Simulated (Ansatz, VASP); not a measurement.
# HfTeSe: VASP beside Ansatz, part 2 of 2

One calculation is typed for both programs; each brings its own data sets. How far apart do they land? The structure shown is the start of the Ansatz relaxation below; VASP solves that cell, so the two are compared at the walk's first step.

VASP 6.6.1 and Ansatz 0.2.0.

So far. Step 3 (VASP: single point, PBEsol, start cell, pair 1): The run ends at a pressure of 0.30 GPa, with forces up to 0.19 eV/Å.

## 6. VASP: single point, PBEsol, start cell, pair 2

Level of this step: PBEsol; plane waves and PAW (Hf_pv, Se, Te) (VASP).

The same cell, functional, mesh and smearing now go to VASP, with its own data sets.

The input, INCAR:

```
SYSTEM = HfTeSe
PREC = Accurate
ENCUT = 400
EDIFF = 1E-06
NELM = 120
ISMEAR = 1
SIGMA = 0.2
LREAL = .FALSE.
ALGO = Normal
GGA = PS
NBANDS = 17
LASPH = .TRUE.
LORBIT = 11
LWAVE = .FALSE.
LCHARG = .FALSE.
ISIF = 2
LDIPOL = .TRUE.
IDIPOL = 3
DIPOL = 0.5 0.5 0.332
LVHAR = .TRUE.
GGA_COMPAT = .FALSE.
NELMDL = -8
KPAR = 2
```

The input, POSCAR:

```
HfTeSe
1.0
    3.8306221352      0.0000000000      0.0000000000
   -1.9153110676      3.2845703776      0.0000000000
    0.0000000000      0.0000000000     30.0000000000
Hf Se Te
1 1 1
Direct
    0.0000000000      0.0000000000      0.3364625667
    0.3333333965      0.6666667930      0.3858626333
    0.6666666982      0.3333333965      0.2743414667
```

The input, KPOINTS:

```
Automatic mesh
0
Gamma
12 12 1
0 0 0
```

The projector-augmented-wave data sets are Hf_pv, Se and Te (PBE family, release 64).

On the command line:

```console
> mpirun -np 2 vasp_std
```

Numbers of over 12 decimals in the logs are rounded to 6 here.

The program printed:

```text
[banner, memory and clock lines left out]
running    2 mpi-ranks, on    1 nodes
[...]
[... a notice as in an earlier step ...]

 LDA part: xc-table for (Slater+PW92), standard interpolation
 POSCAR, INCAR and KPOINTS ok, starting setup
[...]
entering main loop
       N       E                     dE             d eps       ncg     rms          rms(c)
DAV:   1     0.927997804431E+02    0.92800E+02   -0.80739E+03  1830   0.735E+02
DAV:   2    -0.120100527150E+02   -0.10481E+03   -0.10263E+03  1972   0.149E+02
DAV:   3    -0.219568296129E+02   -0.99468E+01   -0.99055E+01  2122   0.463E+01
DAV:   4    -0.221392974667E+02   -0.18247E+00   -0.18220E+00  2362   0.735E+00
[...]
DAV:  25    -0.209992289111E+02   -0.31949E-05   -0.69329E-08  1474   0.645E-04    0.418E-04
DAV:  26    -0.209992305389E+02   -0.16277E-05   -0.26726E-08  1528   0.414E-04    0.215E-04
DAV:  27    -0.209992309832E+02   -0.44430E-06   -0.32136E-09  1427   0.176E-04
   1 F= -.20999231E+02 E0= -.20998308E+02  d E =-.277015E-02
```

OUTCAR, selected parts (step 6):

```text
  Total       -0.7030013     -0.2872020     -0.3897353      0.0000000      0.1047196      0.0000000
  in kB       -2.9839914     -1.2190707     -1.6542881      0.0000000      0.4444974      0.0000000
  external PRESSURE =      -1.9524501 kB  Pullay stress =       0.0000000 kB

 POSITION                                       TOTAL-FORCE (eV/Angst)
 -----------------------------------------------------------------------------------
      0.00000      0.00000     10.09388        -0.000000     -0.015192      0.014396
      0.00000      2.18971     11.57588         0.000000      0.039780     -0.117476
      1.91531      1.09486      8.23024         0.000000     -0.024588      0.103080
 -----------------------------------------------------------------------------------
    total drift:                                0.000000     -0.000114      0.000366

  FREE ENERGIE OF THE ION-ELECTRON SYSTEM (eV)
  ---------------------------------------------------
  free  energy   TOTEN  =       -20.9992309832 eV

  energy  without entropy=      -20.9964608331  energy(sigma->0) =      -20.99830760

[... 3 further parts left out ...]
[key lines of the parts left out:]
E-fermi :  -2.7678
```

The run ends at a pressure of -0.20 GPa, with forces up to 0.12 eV/Å.

## 7. Side by side

What differs besides the data sets and the points named for the pairs above, as far as they apply: the data sets hold 58 valence electrons in Ansatz (on its PAW soft_1 files) and 22 in VASP. Total energies have different zeros and are not compared.

Forces (eV/Å; atoms numbered as in POSCAR):

| atom | Ansatz x, y, z | VASP x, y, z |
| --- | --- | --- |
| Hf1 | 0.000, -0.015, -0.001 | 0.000, -0.015, 0.014 |
| Se2 | 0.000, 0.040, -0.090 | 0.000, 0.040, -0.117 |
| Te3 | 0.000, -0.025, 0.091 | 0.000, -0.025, 0.103 |

The forces differ by 11 meV/Å r.m.s., which is 20.7 % of the r.m.s. force of 0.055 eV/Å (both taken over all components). Where the cell holds vacuum, a pressure given here is an average over it and none of the material.

## 8. Ansatz: relaxation, PBEsol

The two programs are compared at the cell with which this relaxation starts, whose forces are those of its first step.

The structure compared here is the start of the Ansatz relaxation; VASP solves that cell, so the two are compared at the walk's first step.

The input, input.yaml:

```yaml
crystal:
  lattice:
    - [3.7926951833, 0.0, 0.0]
    - [-1.8963475917, 3.3174160813, 0.0]
    - [0.0, 0.0, 30.0]
  atoms:
    - { symbol: Hf, position: [0.0, 0.0, 0.3364625827] }
    - { symbol: Se, position: [0.3333333333, 0.6666666667, 0.3858626261] }
    - { symbol: Te, position: [0.6666666667, 0.3333333333, 0.2743414579] }
  periodic: [true, true, false]
kpoints:
  mp_grid: { grid: [12, 12, 1] }
hamiltonian:
  xc: pbesol
  pseudopotentials: { kind: paw, azcp: { folder: soft_1 }, xc_functional: pbe }
scf:
  occupations: { method: methfessel_paxton, width: 0.2 }
output:
  forces: true
  stress: true
  eigenvalues: true
relax:
  adjacent_minimum: "off"
  f_tol: 0.001
  max_steps: 60
```

On the command line:

```console
> ansatz run input.yaml --threads 4 --pin off --max-ram 16384MiB --backend cpu --events-out ev --progress --plain --runs-dir out
```

The program printed:

```text
[...]
Crystal: 3 atoms, lattice volume = 377.458 Å³
Basis set: ecut = 420 eV, 7373 PW (Γ), exchange–correlation on 54×54×432 points (8 copies of the dense FFT grid, shifted against one another)
Bands: 35, of which v1, the nominal top of the filled ones, is band 29 counted from 1 (28 counted from 0)
Symmetry: 2 space group operations
[...]
F+E_penalty+E_count = -27927.72334711 eV   max|allowed force component| = 2.818e-4 eV/Å
  cell:  # Å, volume = 377.4584 Å³
    - [3.7926951833, 2.8581595067423957e-11, 0.0]
    - [-1.896348, 3.317416, 0.0]
    - [0.0, 0.0, 30.0]
  atoms:
    - { symbol: Hf, position: [0.000101338, 0.000202675, 0.336467] }
    - { symbol: Se, position: [0.332372, 0.664744, 0.385542] }
    - { symbol: Te, position: [0.667527, 0.335053, 0.274657] }
[key lines of the parts left out:]
SCF converged after 5 iterations
Free energy (F): -27927.723347 eV
Fermi energy:    -4.819830 eV
P = ½ c Tr σ = -0.2902 N/m
```

## 9. VASP: single point, PBEsol, start cell, pair 3

The same cell, functional, mesh and smearing now go to VASP, with its own data sets.

INCAR is that of step 6.

The input, POSCAR:

```
HfTeSe
1.0
    3.7926951833      0.0000000000      0.0000000000
   -1.8963475917      3.3174160813      0.0000000000
    0.0000000000      0.0000000000     30.0000000000
Hf Se Te
1 1 1
Direct
    0.0000000000      0.0000000000      0.3364625667
    0.3333333754      0.6666667508      0.3858626333
    0.6666666124      0.3333332247      0.2743414667
```

KPOINTS is that of step 6.

On the command line:

```console
> mpirun -np 2 vasp_std
```

The program printed:

```text
[... set-up lines as in an earlier step ...]
 entering main loop
       N       E                     dE             d eps       ncg     rms          rms(c)
DAV:   1     0.949933132498E+02    0.94993E+02   -0.80504E+03  1806   0.736E+02
DAV:   2    -0.114745101139E+02   -0.10647E+03   -0.10365E+03  1939   0.149E+02
DAV:   3    -0.219334536572E+02   -0.10459E+02   -0.10409E+02  2112   0.478E+01
DAV:   4    -0.221398220944E+02   -0.20637E+00   -0.20618E+00  2386   0.781E+00
[...]
DAV:  25    -0.209992426747E+02   -0.30929E-05   -0.67251E-08  1476   0.621E-04    0.372E-04
DAV:  26    -0.209992443681E+02   -0.16933E-05   -0.28492E-08  1505   0.420E-04    0.175E-04
DAV:  27    -0.209992447667E+02   -0.39861E-06   -0.27570E-09  1412   0.165E-04
   1 F= -.20999245E+02 E0= -.20998330E+02  d E =-.274380E-02
```

Parts of OUTCAR (step 9):

```text
  Total       -0.2903626     -0.6997255     -0.3899196      0.0000000     -0.1027485      0.0000000
  in kB       -1.2324862     -2.9700868     -1.6550704      0.0000000     -0.4361310      0.0000000
  external PRESSURE =      -1.9525478 kB  Pullay stress =       0.0000000 kB

 POSITION                                       TOTAL-FORCE (eV/Angst)
 -----------------------------------------------------------------------------------
      0.00000      0.00000     10.09388        -0.000000      0.013837      0.014394
     -0.00000      2.21161     11.57588         0.000000     -0.038504     -0.117513
      1.89635      1.10581      8.23024        -0.000000      0.024667      0.103118
 -----------------------------------------------------------------------------------
    total drift:                               -0.000000      0.000082      0.000354

  FREE ENERGIE OF THE ION-ELECTRON SYSTEM (eV)
  ---------------------------------------------------
  free  energy   TOTEN  =       -20.9992447667 eV

  energy  without entropy=      -20.9965009716  energy(sigma->0) =      -20.99833017

[... 1 part as in an earlier step ...]

[... 2 further parts left out ...]
[key lines of the parts left out:]
E-fermi :  -2.7679
```

The run ends at a pressure of -0.20 GPa, with forces up to 0.12 eV/Å.

## 10. Comparison

What differs besides the data sets and the points named for the pairs above, as far as they apply: the data sets hold 58 valence electrons in Ansatz (on its PAW soft_1 files) and 22 in VASP. Total energies have different zeros and are not compared.

Forces (eV/Å; atoms numbered as in POSCAR):

| atom | Ansatz x, y, z | VASP x, y, z |
| --- | --- | --- |
| Hf1 | 0.000, 0.014, -0.001 | 0.000, 0.014, 0.014 |
| Se2 | 0.000, -0.039, -0.090 | 0.000, -0.039, -0.118 |
| Te3 | 0.000, 0.025, 0.091 | 0.000, 0.025, 0.103 |

The forces differ by 11 meV/Å r.m.s., which is 20.7 % of the r.m.s. force of 0.055 eV/Å (both taken over all components). Where the cell holds vacuum, a pressure given here is an average over it and none of the material.

## 11. Summary of results

| Item | Value |
| --- | --- |
| r.m.s. force difference (single point, PBEsol, start cell, pair 1) | 10 meV/Å |
| r.m.s. force difference (single point, PBEsol, start cell, pair 2) | 11 meV/Å |
| r.m.s. force difference (single point, PBEsol, start cell, pair 3) | 11 meV/Å |

**Reading.** The r.m.s. force difference is 11 meV/Å (single point, PBEsol, start cell, pair 2), within the 12 meV/Å picked in this series as the mark of a large difference. The data sets hold unlike numbers of valence electrons (58 in Ansatz and 22 in VASP), so part of the differences may come from the potentials. 7 further pairs of this series are not shown here. Such differences can come from data sets, numerical settings and the points named under the comparisons, not from the functional's error against experiment.

[Lines on the potential files, build, host, timing and source positions are cut from VASP's logs without a mark.]

[Logs are printed without paths, hosts, clocks, repeated set-up lines and the standing remarks that a program may print on its own settings, such as how far it seeks lower states.]

[Hosts, paths, dates, database ids (printed as entryN), source tags and the programs' standing remarks are cut or masked in the printed files.]
